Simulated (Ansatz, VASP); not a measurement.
# Ge (Germanium): VASP beside Ansatz, part 2 of 2

Wanted: the spread between two codes on one cell, functional and k mesh. The cell is taken from a series of runs on this material, whose earlier steps may have relaxed, scaled, displaced or heated it; both programs get it as it stands.

VASP 6.6.1 and Ansatz 0.2.0.

So far: Starting point; VASP: G0W0 gap, HSE06 form with 30 % exact exchange, screening 0.2078 1/A with an exact-exchange share of 0.3.

## 3. Ansatz: G0W0 gap, HSE06 form with 30 % exact exchange, screening 0.2078 1/A with an exact-exchange share of 0.3

Level of this step: Ansatz beside VASP: Kohn-Sham DFT, plane waves, HSE06 form with 30 % exact exchange, screening 0.2078 1/A (Ansatz).

Ansatz runs on its PAW soft_1 files.

The same cell, functional and mesh now go to Ansatz, which takes its cutoff from its data sets.

input.yaml reads:

```yaml
crystal:
  lattice:
    - [0.0, 2.82891, 2.82891]
    - [2.82891, 0.0, 2.82891]
    - [2.82891, 2.82891, 0.0]
  atoms:
    - { symbol: Ge, position: [0.0, 0.0, 0.0] }
    - { symbol: Ge, position: [0.25, 0.25, 0.25] }
kpoints:
  mp_grid: { grid: [6, 6, 6] }
hamiltonian:
  xc:
    exchange: pbe
    correlation: pbe
    exx: { coeff: 0.3, omega: 0.2078 }
  pseudopotentials: { kind: paw, azcp: { folder: soft_1 } }
scf:
  occupations: { method: fixed }
gw:
  n_empty_bands: 188
  ecut_chi: 150.0
  qp_bands: [v2, c2]
  qp_kpoints: band_edges
  screening: { model: contour_deformation }
```

The run is started by

```sh
$ ansatz run input.yaml --threads 3 --pin off --max-ram 92160MiB --backend cuda --events-out ev --progress --plain --runs-dir out --devices 1 --max-vram 13GiB
```

Numbers of over 12 decimals in the logs are rounded to 6 here.

The log of the run:

```text
GPUs: using 1 of 1 available (devices: 1).
Engine: ansatz 0.2.0, x86_64-unknown-linux-gnu
Pseudopotentials: kind: paw
Pseudopotential: Ge, paw, valence charge 14, recommended cutoff 420 eV (normal), soft_1/Ge.paw.azcp
Functional definition: unnamed
  parameter a_1 = 0.3
  parameter omega_1 = 0.2078/angstrom
  exchange = pbe_x + (-a_1)*pbe_x_sr(omega_1) + a_1*exact_x_sr(omega_1)
  correlation = pbe_c
davidson cushion auto → on  (no smearing: the cushion is to keep the highest requested band from converging to the state above it; pin scf.eigensolver.cushion to override)
device memory: the entry about to start is reckoned to put 0.5 GiB on a device that reports 42.6 GiB free (of which the cap on the GPU budget leaves the run 13.0 GiB)
GPU FFT provider: cuFFT
GPU libraries: cuBLAS 13.8.2, cuFFT 12.4.0, cuSOLVER 12.3.4
Crystal: 2 atoms, lattice volume = 45.278 Å³
Basis set: ecut = 420 eV, 893 PW (Γ)
Bands: 18, of which v1, the nominal top of the filled ones, is band 14 counted from 1 (13 counted from 0)
Symmetry: 48 space group operations
Space group: Fd-3m (ITA 227), of the structure as read, at distance tolerance 3.6e-5 Å
k-points: 16 of 216
Non-local potential: Ge, projectors of the file, l = 0: 2, l = 1: 2, l = 2: 3, l = 3: 1
PAW form: soft (Blöchl's): semilocal exchange-correlation on the pseudo side does not see the compensation charge
PAW frozen core: Ge, regenerated for the run's functional, and the local potential with it (the file was generated under x = pbe(κ = 0.804, μ = 0.219515), c = pbe(β = 0.066725))
PAW one-centre angular grid: Ge, 590 points (default); XC on 64 Gauss nodes
Initial density: superposition of atomic densities (chi_scale 0.1, normalization cell)
Initial wavefunctions: pseudopotential atomic-orbital guess
GPU buffer pool allocated for 19683 grid points (all kernels)
GPU transforms: local potential and band sums: pruned to the plane-wave sphere, on 25×27×27
Functional: x = pbe(κ = 0.804, μ = 0.219515), c = pbe(β = 0.066725), warm-up for x = pbe(κ = 0.804, μ = 0.219515) + 0.3 (exact − pbe) at short range (hse, ω = 0.2078 Å⁻¹), c = pbe(β = 0.066725)
SCF iter   1: F=—  HF=-8589.913074 eV  |F-HF|=—  |Δ(HF+E_count)|=         —  Δρ=3.56e-2  dr2=4.54e-1  ethr=1.00e-1  ⟨swp⟩=4.7  Hψ=839  notcnv=0
preconditioner: auto → none  [insulator: Δε(μ)=0.001 eV  Ē_g=23.332 eV  n_scr=14 (ndim 8)  ℏωp=29.2 eV  f_vac=0.000]
SCF iter   2: F=—  HF=-8589.909129 eV  |F-HF|=—  |Δ(HF+E_count)|=   3.95e-3  Δρ=1.81e-2  dr2=1.00e-1  ethr=1.62e-3  ⟨swp⟩=3.7  Hψ=714  notcnv=0  defer=1
iter 3 solved again at ethr=4.02e-6 eV; its pass at ethr=3.58e-4 eV (dr2=1.13e-3 eV) is discarded
SCF iter   3: F=—  HF=-8589.911610 eV  |F-HF|=—  |Δ(HF+E_count)|=   2.48e-3  Δρ=1.74e-3  dr2=1.15e-3  ethr=4.02e-6  ⟨swp⟩=4.1  Hψ=1649  notcnv=0
SCF iter   4: F=—  HF=-8589.909762 eV  |F-HF|=—  |Δ(HF+E_count)|=   1.85e-3  Δρ=1.33e-3  dr2=2.61e-4  ethr=4.02e-6  ⟨swp⟩=3.9  Hψ=957  notcnv=0
SCF iter   5: F=—  HF=-8589.909846 eV  |F-HF|=—  |Δ(HF+E_count)|=   8.39e-5  Δρ=1.64e-4  dr2=5.77e-6  ethr=9.31e-7  ⟨swp⟩=3.5  Hψ=761  notcnv=0
SCF iter   6: F=—  HF=-8589.909846 eV  |F-HF|=—  |Δ(HF+E_count)|=   1.90e-8  Δρ=2.28e-5  dr2=1.81e-7  ethr=2.06e-8  ⟨swp⟩=3.3  Hψ=824  notcnv=0
SCF iter   7: F=-8589.909846 eV  HF=-8589.909846 eV  |F-HF|=3.85e-9  |Δ(HF+E_count)|=   8.56e-8  Δρ=2.80e-6  dr2=1.60e-9  ethr=6.47e-10  ⟨swp⟩=3.9  Hψ=947  notcnv=0
SCF 1 converged in 7 iterations: F = -8589.909846 eV  dr2 = 1.60e-9
  greatest PAW one-centre occupation: 0.998 electrons in one spin orbital (limit 2), on the Ge atom at site 1 (counted from 0), in its partial waves of l = 2
device memory: the entry about to start is reckoned to put 1.2 GiB on a device that reports 42.6 GiB free (of which the cap on the GPU budget leaves the run 13.0 GiB)
GPU FFT provider: cuFFT
GPU libraries: cuBLAS 13.8.2, cuFFT 12.4.0, cuSOLVER 12.3.4
Initial density: handed on by an earlier stage of this run
Initial wavefunctions: those handed on with the density
GPU buffer pool allocated for 19683 grid points (all kernels)
GPU transforms: local potential and band sums: pruned to the plane-wave sphere, on 25×27×27
Functional: x = pbe(κ = 0.804, μ = 0.219515) + 0.3 (exact − pbe) at short range (hse, ω = 0.2078 Å⁻¹), c = pbe(β = 0.066725)
Exchange kernel: α = 0.3000, screened, ω = 0.2078 Å⁻¹, Wigner–Seitz truncation, v(0) = 1047.3371 eV·Å³, q-mesh 6×6×6, nearest image of the exchange supercell L = 24.00 Å, pair-density grid 20×20×20, without the augmentation charges, whose exchange is taken in its separable form by FFT convolution over the k-point mesh (sized by the pseudopotential files, 24×24×24 at the most), smooth part of the exact exchange by density-matrix convolution in up to 2.45 GiB of GPU memory as planned if the GPU has room (build and FFT work areas not counted)
Frozen-core exchange: fock
iter 1 solved again at ethr=2.73e-5 eV; its pass at ethr=1.00e-1 eV (dr2=7.65e-3 eV) is discarded
[...]
NSCF: frozen V_eff on 1 k-points
device memory: the entry about to start is reckoned to put 0.3 GiB on a device that reports 51.9 GiB free (of which the cap on the GPU budget leaves the run 13.0 GiB)
NSCF: frozen V_eff on 1 k-points
hybrid SCF converged: 2 outer / 9 inner (+7 warm-up), last move |dexx| = 2.25e-6 eV, tail = 1.99e-7 eV
Stability not checked: this state was not tested for a lower state beside it, because the functional holds exact exchange (a hybrid, or Hartree-Fock), whose exchange loop this test does not read (fock_operator; see scf.lower_state_search)
Free energy (F): -8592.082544 eV
Frozen-core exchange: fock
Harris-Foulkes:  -8592.082544 eV  (|F-HF|=1.59e-8)
Internal energy: -8592.082544 eV  (E = F + TS)
E sigma→0 (E₀):  -8592.082544 eV
Fermi energy:    8.158174 eV
--- Per-component energies (eV) ---
  E_band       = -391.149431
  E_kinetic    = 183.728106
  E_local      = -4501.899522  (includes V_loc(G=0)·N_el)
  E_nonlocal   = 434.049681
  E_hartree    = 2151.003705
  E_xc         = -109.933206
  E_vxc        = -99.462061  (∫ρ·V_xc dr)
  E_exx        = -130.969889  (= α·E_x^exact, valence–valence)
  E_paw        = -3930.041792  (= ΣΔE_a)
  E_vpaw       = -447.627252  (= ΣTr[D̂ρ^β])
  E_aug_tail   = 0.000040  (compensation charges beyond the density's cutoff)
  E_ewald      = -2687.134708
  E_core_change = -0.884959  (= ΣΔE_core)
  E_smearing   = -0.000000  (= −TS)
  E_closure    = -0.000000  (closes the sum)
  Σ components = -8592.082544   (vs F -8592.082544, Δ=-1.82e-12)
--- Band table (eV; the first three rows and the last of 16) ---
  k-point 0: bands = [... 10 lower, -6.1360, 8.1582, 8.1582, 8.1582, 9.2154, 11.5091]
  k-point 1: bands = [... 10 lower, -5.7556, 4.8636, 7.6053, 7.6053, 9.9655, 12.2502]
  k-point 2: bands = [... 10 lower, -4.6966, 1.4743, 6.8847, 6.8847, 9.3536, 12.8078]
  k-point 15: bands = [... 10 lower, -1.6205, -1.6205, 4.0445, 4.0445, 11.6470, 11.6470]
  guard bands above this table: 2 of the run's 18 bands. The solve was not asked for them (output.publish_guard_bands: true or output.eigenvalues: true publishes all)
--- G₀W₀: contour deformation, 7 samples at zero and on the imaginary axis and 2 off it, 216 q-points, 188 empty bands' worth ---
  eigenvalues of the whole cell's RPA ε∞ on this k-mesh (on a slab, of 1 + 4πα/V) = 21.6642, 21.6642, 21.6642; static W/v taken at q = 0 is 0.046159
  bands read: the sum over 202 bands ends inside a degenerate multiplet in 2 slots, whose members it reads at an even weight; the widest, k=0: bands 202 to 204 (counted from 1) at 1/3 each
  gw.qp_kpoints: band_edges: 9 of 16 stored k-points solved, in 1 pass; an edge of the gap read off the rows below is read off those points alone
    valence top: of the k-points left out ik 8 came nearest to being solved in a further pass, in band 14 (counted from 1, as in the quasiparticle table): it holds the edge there only if its correction is more favourable than any solved in that band by at least 0.594 eV; those differ by 0.159 eV
    conduction bottom: of the k-points left out ik 10 came nearest to being solved in a further pass, in band 15 (counted from 1, as in the quasiparticle table): it holds the edge there only if its correction is more favourable than any solved in that band by at least 0.621 eV; those differ by 0.205 eV
    ik  band        ε_KS         Σx   Σc(E_QP)       V_xc       Z   E_QP_lin       E_QP  E_QP is
     0    13      8.1582   -15.4403     0.5882   -14.6329  0.7923     7.9383     7.9390  root
     0    14      8.1582   -15.4403     0.5882   -14.6329  0.7923     7.9383     7.9390  root
     0    15      9.2154   -12.4784    -3.8947   -16.2759  0.7936     9.1183     9.1181  root
     0    16     11.5091    -8.1395    -4.0016   -11.9035  0.7825    11.2725    11.2715  root
     1    13      7.6053   -15.1926     0.6998   -14.2878  0.7892     7.3997     7.4004  root
     1    14      7.6053   -15.1926     0.6998   -14.2878  0.7892     7.3997     7.4004  root
     1    15      9.9655   -10.0202    -3.8267   -13.6763  0.7923     9.7953     9.7949  root
     1    16     12.2502    -8.2294    -4.1833   -12.1467  0.7762    11.9856    11.9842  root
     2    13      6.8847   -15.2079     0.9566   -14.0691  0.7841     6.7019     6.7025  root
     2    14      6.8847   -15.2079     0.9566   -14.0691  0.7841     6.7019     6.7025  root
     2    15      9.3536    -9.7235    -3.6880   -13.2362  0.7960     9.1787     9.1783  root
     2    16     12.8078    -7.5576    -4.3495   -11.6086  0.7723    12.5110    12.5093  root
     3    13      6.6130   -15.2537     1.0606   -14.0215  0.7820     6.4408     6.4413  root
     3    14      6.6130   -15.2537     1.0606   -14.0215  0.7820     6.4408     6.4413  root
     3    15      9.1060    -9.7841    -3.6352   -13.2469  0.7969     8.9340     8.9336  root
     3    16     12.7526    -7.2013    -4.3207   -11.2196  0.7749    12.4520    12.4502  root
     4    13      6.7709   -14.8918     0.9231   -13.7876  0.7836     6.5892     6.5898  root
     4    14      6.7709   -14.8918     0.9231   -13.7876  0.7836     6.5892     6.5898  root
     4    15     10.4367    -7.6259    -3.7724   -11.1508  0.7927    10.1902    10.1892  root
     4    16     11.8706   -10.4226    -4.2387   -14.4435  0.7785    11.6537    11.6529  root
     6    13      4.7973   -14.8719     1.4877   -13.2842  0.7631     4.6971     4.6974  root
     6    14      5.9928   -15.0699     1.2398   -13.6795  0.7764     5.8417     5.8422  root
     6    15     10.5366    -8.5469    -3.8658   -12.1800  0.7917    10.3047    10.3038  root
     6    16     12.8516    -7.7055    -4.4253   -11.8116  0.7727    12.5341    12.5324  root
[...]
12    13      4.7473   -15.0146     1.6804   -13.2438  0.7612     4.6567     4.6569  root
    12    14      4.7473   -15.0146     1.6804   -13.2438  0.7612     4.6567     4.6569  root
    12    15      9.5331    -7.1064    -3.6668   -10.5122  0.7997     9.2731     9.2721  root
    12    16      9.5331    -7.1064    -3.6668   -10.5122  0.7997     9.2731     9.2721  root
    15    13      4.0445   -14.5508     1.8581   -12.6326  0.7509     3.9844     3.9845  root
    15    14      4.0445   -14.5508     1.8581   -12.6326  0.7509     3.9844     3.9845  root
    15    15     11.6470    -7.3485    -4.1449   -11.1908  0.7840    11.3461    11.3443  root
    15    16     11.6470    -7.3485    -4.1449   -11.1908  0.7840    11.3461    11.3443  root
```

In the SCF lines HF is the Harris–Foulkes energy and dr2 the Hartree energy of the density residual, in eV; the loop may stop once dr2 is under the threshold and the program's other checks hold. Hψ counts applications of the Hamiltonian.

## 4. Comparison

Known differences besides the potentials themselves: exact exchange at q = 0 is treated differently, which shows on coarse meshes; VASP keeps PBE cores, Ansatz makes them for the functional; fixed occupations in Ansatz, narrow Gaussian smearing in VASP; the cutoff is 420 eV in Ansatz and 400 eV in VASP; Ansatz integrates over frequency by contour deformation, VASP on a grid of NOMEGA points; Ansatz's G0W0 levels solve the quasiparticle equation, VASP's are linearised. Total energies have different zeros and are not compared.

Compared:

```tsv
quantity	Ansatz	VASP	difference
G0W0 gap on the mesh (eV)	0.99	1.12	-0.13
Kohn-Sham gap under it (eV)	0.95	0.96	-0.01
```

## 5. Outcome

- difference in G0W0 gap on the mesh (G0W0 gap, HSE06 form with 30 % exact exchange, screening 0.2078 1/A with an exact-exchange share of 0.3): -0.13 eV

In words: The difference in G0W0 gap on the mesh is -0.13 eV (G0W0 gap, HSE06 form with 30 % exact exchange, screening 0.2078 1/A with an exact-exchange share of 0.3). Such differences can come from data sets, numerical settings and the points named under the comparisons, not from the functional's error against experiment.

[Lines on the potential files, build, host, timing and source positions are cut from VASP's logs without a mark.]

[Logs are printed without paths, hosts, clocks, repeated set-up lines and the standing remarks that a program may print on its own settings, such as how far it seeks lower states.]

[Hosts, paths, dates, database ids (printed as entryN), source tags and the programs' standing remarks are cut or masked in the printed files.]
